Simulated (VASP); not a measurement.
Input:

```
CELL_PARAMETERS angstrom
      0.00000     3.04000     3.04000
      3.04000     0.00000     3.04000
      3.04000     3.04000     0.00000
ATOMIC_POSITIONS crystal
  Sr 0.00000 0.00000 0.00000
```

Computed with PBE GGA, VASP's PBE PAW potentials (set 64) (plane waves; VASP). Settings: 480 eV cut-off, 9×9×9 Γ-centred mesh, first-order Methfessel-Paxton smearing of 0.10 eV, potentials Sr_sv.

Energy and stress use the plane-wave basis of the starting cell.

The ions, cell shape and volume are relaxed. Give the cell that the relaxation ends in.

```
CELL_PARAMETERS angstrom
      0.00000     3.00969     3.00969
      3.00969     0.00000     3.00969
      3.00969     3.00969     0.00000
ATOMIC_POSITIONS crystal
  Sr 0.00000 0.00000 0.00000
```
Space group Fm-3m (225), at a tolerance of 0.03 Å.

How do energy and volume change from the first to the last step?

The energy (σ→0) changes by -2.1 meV/atom and the volume by -3.0 %, in 4 ionic steps.

```csv
step,E(σ→0) (eV),max force (eV/Å),pressure (GPa),volume (Å³)
1,-1.6330,0.000,-0.35,56.19
2,-1.6347,0.000,-0.15,55.20
3,-1.6351,0.000,0.03,54.38
4,-1.6351,0.000,0.00,54.52
```

The compound is Sr in the fcc structure. This run relaxes it. Symmetry was kept, so distortions that lower it aren't found.
